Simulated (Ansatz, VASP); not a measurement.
# SiSnPN: VASP beside Ansatz, part 2 of 2

Aim: how closely do two programs agree when they are given the same cell, functional and k mesh? The cell is invented: As first built, before any earlier steps moved the atoms (in the runner's words): it takes the SnP structure with some of its atoms replaced by other elements, volume scaled by an estimate. It may not be a known or stable phase. The cell is taken from a series of VASP runs on this material, whose earlier steps may have relaxed, scaled or displaced it; both programs get it as it stands.

VASP 6.6.1 and Ansatz 0.2.0.

So far. Step 2 (Ansatz: single point, PBEsol with D3(BJ)): The run ends at a pressure of -0.08 GPa, with forces up to 0.021 eV/Å. Step 3 (VASP: single point, PBEsol with D3(BJ)): The run ends at a pressure of 0.00 GPa, with forces up to 0.0090 eV/Å.

**5. VASP: electric field gradients, PBEsol with D3(BJ)**

Level of this step: PBEsol with D3(BJ); plane waves and PAW (Sn_d, P, Si, N); invented cell (VASP).

Field gradients test the density near the nuclei, where the PAW reconstruction matters most.

INCAR

```
SYSTEM = SiSnPN
PREC = Accurate
ENCUT = 520
EDIFF = 1E-07
NELM = 100
ISMEAR = -1
SIGMA = 0.05
LREAL = .FALSE.
ALGO = Normal
GGA = PS
IVDW = 12
NBANDS = 20
LORBIT = 11
LWAVE = .FALSE.
LCHARG = .FALSE.
KPAR = 2
LEFG = .TRUE.
LASPH = .TRUE.
```

POSCAR

```
SiSnPN
1.0
    4.7487191751      0.0000000000      0.0000000000
    0.0000000000      2.3293760766      2.6682830814
    0.0000000000     -2.3293760766      2.6682830814
Sn P Si N
1 1 1 1
Direct
    0.5000000000      0.5513454820      0.5513454820
    0.0000000000      0.3917948967      0.3917948967
    0.0000000000      0.9633191844      0.9633191844
    0.5000000000      0.9495384368      0.9495384368
```

KPOINTS

```
Automatic mesh
0
Gamma
6 8 8
0 0 0
```

PAW data sets: Sn_d, P, Si and N (PBE family, release 64).

Run with:

```console
$ mpirun -np 2 vasp_std
```

Numbers of over 12 decimals in the logs are rounded to 6 here.

The program printed:

```text
[banner, memory and clock lines left out]
running    2 mpi-ranks, on    1 nodes
[...]
[... a notice as in an earlier step ...]

 LDA part: xc-table for (Slater+PW92), standard interpolation
 POSCAR, INCAR and KPOINTS ok, starting setup
[...]
entering main loop
       N       E                     dE             d eps       ncg     rms          rms(c)
DAV:   1     0.210990746183E+03    0.21099E+03   -0.13687E+04  3472   0.178E+03
DAV:   2     0.922520566804E+00   -0.21007E+03   -0.20121E+03  3500   0.439E+02
[... 1 cycle as in an earlier step ...]
DAV:   4    -0.246948465712E+02   -0.99185E+00   -0.98126E+00  4092   0.238E+01
DAV:   5    -0.247210789133E+02   -0.26232E-01   -0.26206E-01  4376   0.411E+00    0.930E+00
DAV:   6    -0.234247460003E+02    0.12963E+01   -0.11777E+01  5228   0.261E+01    0.583E+00
DAV:   7    -0.231514025473E+02    0.27334E+00   -0.16934E+00  3996   0.734E+00    0.310E+00
[...]
DAV:  12    -0.231332661150E+02   -0.47176E-05   -0.21679E-05  4088   0.330E-02    0.593E-03
[...]
0.0000000     0.0000000     0.0000000    17.1238896     0.0000000   -45.0013777
     0.0000353     0.0000000     0.0000000    17.1238597     0.0000000   -45.0013005
     0.0000487     0.0000000     0.0000000    17.1238413     0.0000000   -45.0012528
     0.0000670     0.0000000     0.0000000    17.1238106     0.0000000   -45.0011733
     0.0000923     0.0000000     0.0000000    17.1237598     0.0000000   -45.0010417

ion   4
     0.0000000     0.0000000     0.0000000    -1.6874084     0.0000000    -2.2683162
     0.0000281     0.0000000     0.0000000    -1.6874083     0.0000000    -2.2683162
     0.0000381     0.0000000     0.0000000    -1.6874083     0.0000000    -2.2683162
     0.0000517     0.0000000     0.0000000    -1.6874083     0.0000000    -2.2683161
     0.0000701     0.0000000     0.0000000    -1.6874083     0.0000000    -2.2683161

     0.0000000     0.0000000     0.0000000    -4.1385602     0.0000000    -4.7490596
     0.0000281     0.0000000     0.0000000    -4.1385595     0.0000000    -4.7490589
     0.0000381     0.0000000     0.0000000    -4.1385590     0.0000000    -4.7490584
     0.0000517     0.0000000     0.0000000    -4.1385583     0.0000000    -4.7490577
     0.0000701     0.0000000     0.0000000    -4.1385570     0.0000000    -4.7490564

   1 F= -.24434922E+02 E0= -.24429132E+02  d E =-.115807E-01
```

OUTCAR, selected parts (step 5):

```text
 Edisp (eV)   -1.30166

  Total       0.01871    -0.00863     0.00530     0.00000     0.00000     0.00000
  in kB       0.50777    -0.23422     0.14381     0.00000     0.00000     0.00000
  external pressure =        0.14 kB  Pullay stress =        0.00 kB

 POSITION                                       TOTAL-FORCE (eV/Angst)
 -----------------------------------------------------------------------------------
      2.37436      0.00000      2.94229         0.000000      0.000000      0.006775
      0.00000      0.00000      2.09084         0.000000      0.000000      0.004308
      0.00000      0.00000      5.14082         0.000000      0.000000     -0.009236
      2.37436      0.00000      5.06727         0.000000      0.000000     -0.001847
 -----------------------------------------------------------------------------------
    total drift:                                0.000000      0.000000      0.000125

  FREE ENERGIE OF THE ION-ELECTRON SYSTEM (eV)
  ---------------------------------------------------
  free  energy   TOTEN  =       -24.4349222617 eV

  energy  without entropy=      -24.4233415503  energy(sigma->0) =      -24.42913191

[... 2 parts as in an earlier step ...]

[... 1 further part left out ...]
[key lines of the parts left out:]
E-fermi :   9.7829
```

The run ends at a pressure of 0.01 GPa, with forces up to 0.0092 eV/Å.

**6. Ansatz: electric field gradients, PBEsol with D3(BJ)**

The same cell, functional, mesh and smearing now go to Ansatz, which takes its cutoff from its data sets.

The cell is taken from a series of VASP runs on this material, whose earlier steps may have relaxed, scaled or displaced it; both programs get it as it stands.

input.yaml

```yaml
crystal:
  lattice:
    - [4.7487191751, 0.0, 0.0]
    - [0.0, 2.3293760766, 2.6682830814]
    - [0.0, -2.3293760766, 2.6682830814]
  atoms:
    - { symbol: Sn, position: [0.5, 0.551345482, 0.551345482] }
    - { symbol: P, position: [0.0, 0.3917948967, 0.3917948967] }
    - { symbol: Si, position: [0.0, 0.9633191844, 0.9633191844] }
    - { symbol: "N", position: [0.5, 0.9495384368, 0.9495384368] }
hamiltonian:
  xc: pbesol
  pseudopotentials: { kind: paw }
  dispersion: d3bj
kpoints:
  mp_grid: { grid: [6, 8, 8] }
scf:
  occupations: { method: fermi_dirac, width: 0.05 }
  n_extra_bands: 5
output:
  forces: true
  stress: true
  eigenvalues: true
  efg: {}
```

Run with:

```console
$ ansatz run input.yaml --threads 2 --pin off --max-ram 4608MiB --backend cpu --events-out ev --progress --plain --runs-dir out
```

The program printed:

```text
[...]
Sn: output.efg is read without spin–orbit coupling, which moves field gradients at and beside such atoms by some per cent and up to a factor of two; PAW files take it under magnetization.noncollinear and magnetization.spin_orbit
[...]
Crystal: 4 atoms, lattice volume = 59.031 Å³
[...]
k-point 0: bands = [... 10 lower, 8.0283, 9.3737, 9.9986, 10.0630, 10.5672, 12.5998, 16.6957, 17.0452, ... 1 higher]
  k-point 1: bands = [... 10 lower, 8.3496, 8.6602, 9.7170, 9.8615, 11.6045, 13.4295, 15.5853, 16.4594, ... 1 higher]
  k-point 2: bands = [... 10 lower, 7.9205, 8.9194, 9.2980, 10.0832, 12.6823, 13.8628, 15.7037, 15.7089, ... 1 higher]
  k-point 83: bands = [... 10 lower, 5.3884, 5.8661, 6.0380, 11.0521, 13.7607, 14.3707, 15.9249, 16.9213, ... 1 higher]
[key lines of the parts left out:]
SCF converged after 7 iterations
Free energy (F): -7689.855546 eV
Fermi energy:    11.883031 eV
P = ⅓ Tr σ = -0.0751 GPa (-0.751 kbar)
```

It took 9.3 s on 2 threads of Arm Neoverse N1, shared host; peak memory 0.46 GiB; 18 s of CPU time.

The run ends at a pressure of -0.08 GPa, with forces up to 0.021 eV/Å.

**7. Differences**

What differs besides the data sets and the points named for the pairs above, as far as they apply: Ansatz adds the response of the frozen cores to the gradients, VASP leaves it out. Total energies have different zeros and are not compared.

The two programs side by side:

| quantity | Ansatz | VASP | difference |
| --- | --- | --- | --- |
| pressure (GPa) | -0.08 | 0.01 | -0.09 |
| pressure without Ansatz's Pulay correction (GPa) | -0.30 | 0.01 | -0.31 |
| Vzz at Sn1 (V/Å²) | 135.4 | 144.0 | -8.7 |
| Vzz at P2 (V/Å²) | -13.3 | -13.6 | +0.2 |
| Vzz at Si3 (V/Å²) | 58.0 | 59.9 | -1.9 |
| Vzz at N4 (V/Å²) | -7.4 | -7.7 | +0.3 |

At this near-relaxed geometry the largest component of a force difference is 15 meV/Å. Ansatz's pressure holds a Pulay correction of 0.22 GPa; VASP's holds none.

**8. Outcome**

```
difference in pressure (single point, PBEsol with D3(BJ))               : -0.080 GPa
difference in Vzz at Sn1 (electric field gradients, PBEsol with D3(BJ)) : -8.7 V/Å²
```

What this shows: The difference in pressure is -0.080 GPa (single point, PBEsol with D3(BJ)), within the 1 GPa picked in this series as the mark of a large difference. Such differences can come from data sets, numerical settings and the points named under the comparisons, not from the functional's error against experiment.

[Lines on the potential files, build, host, timing and source positions are cut from VASP's logs without a mark.]

[Logs are printed without paths, hosts, clocks, repeated set-up lines and the standing remarks that a program may print on its own settings, such as how far it seeks lower states.]

[Hosts, paths, dates, database ids (printed as entryN), source tags and the programs' standing remarks are cut or masked in the printed files.]
